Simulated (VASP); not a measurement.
A run of VASP 6.6.1 is set up as follows.

INCAR

```
PREC = Accurate ; ENCUT = 520
EDIFF = 1E-8 ; ISMEAR = -1
SIGMA = 0.01 ; LREAL = Auto
LASPH = True ; NELM = 100
ALGO = Fast ; ISIF = 2
LWAVE = False ; LCHARG = False
GGA = PE ; LEFG = True
NELECT = 204.0 ; NBANDS = 120
```

File KPOINTS:

```
Automatic mesh
0
Gamma
  4 4 2
```

File POSCAR:

```
TaW7S16
1.0
    6.3600000000      0.0000000000      0.0000000000
   -3.1800000000      5.5079215680      0.0000000000
    0.0000000000      0.0000000000     12.5000000000
Ta W S
1 7 16
Direct
    0.1666666666      0.3333333334      0.2500000000
    0.1666666666      0.8333333334      0.2500000000
    0.6666666666      0.3333333334      0.2500000000
    0.6666666666      0.8333333334      0.2500000000
    0.3333333334      0.1666666666      0.7500000000
    0.3333333334      0.6666666666      0.7500000000
    0.8333333334      0.1666666666      0.7500000000
    0.8333333334      0.6666666666      0.7500000000
    0.1666666666      0.3333333334      0.6250000000
    0.1666666666      0.8333333334      0.6250000000
    0.6666666666      0.3333333334      0.6250000000
    0.6666666666      0.8333333334      0.6250000000
    0.3333333334      0.1666666666      0.1250000000
    0.3333333334      0.6666666666      0.1250000000
    0.8333333334      0.1666666666      0.1250000000
    0.8333333334      0.6666666666      0.1250000000
    0.1666666666      0.3333333334      0.8750000000
    0.1666666666      0.8333333334      0.8750000000
    0.6666666666      0.3333333334      0.8750000000
    0.6666666666      0.8333333334      0.8750000000
    0.3333333334      0.1666666666      0.3750000000
    0.3333333334      0.6666666666      0.3750000000
    0.8333333334      0.1666666666      0.3750000000
    0.8333333334      0.6666666666      0.3750000000
```

Potentials or basis: VASP PAW PBE potentials, release 64 (Ta_pv, W_sv, S).

Run with:

```console
$ cat potpaw_PBE.64/Ta_pv/POTCAR potpaw_PBE.64/W_sv/POTCAR potpaw_PBE.64/S/POTCAR > POTCAR
$ mpirun -np 1 vasp_std > vasp.out
```

Predict the largest force.

0.541 eV/Å.

Predict the band gap on the k mesh.

none (metal or under the smearing width).

Forces in eV/Å, atoms in the order of the input:
```
Ta   0.000  0.000  0.000
W    0.043  0.025  0.000
W    0.000 -0.050  0.000
W   -0.043  0.025  0.000
W   -0.001  0.000  0.000
W    0.000 -0.001  0.000
W    0.001  0.000  0.000
W    0.000  0.000  0.000
S    0.000  0.000 -0.019
S    0.009  0.005 -0.022
S    0.000 -0.010 -0.022
S   -0.009  0.005 -0.022
S    0.356 -0.205 -0.351
S    0.000  0.411 -0.351
S   -0.356 -0.205 -0.351
S    0.000  0.000 -0.077
S    0.000  0.000  0.019
S    0.009  0.005  0.022
S    0.000 -0.010  0.022
S   -0.009  0.005  0.022
S    0.356 -0.205  0.351
S    0.000  0.411  0.351
S   -0.356 -0.205  0.351
S    0.000  0.000  0.077
```

Caveat: the cell carries a net charge on a neutralising background, which shifts energy and pressure; the cell is charged against a uniform background, so pressure and absolute levels hang on convention. The run has no spin-orbit coupling, so splittings on Ta, W are missing.
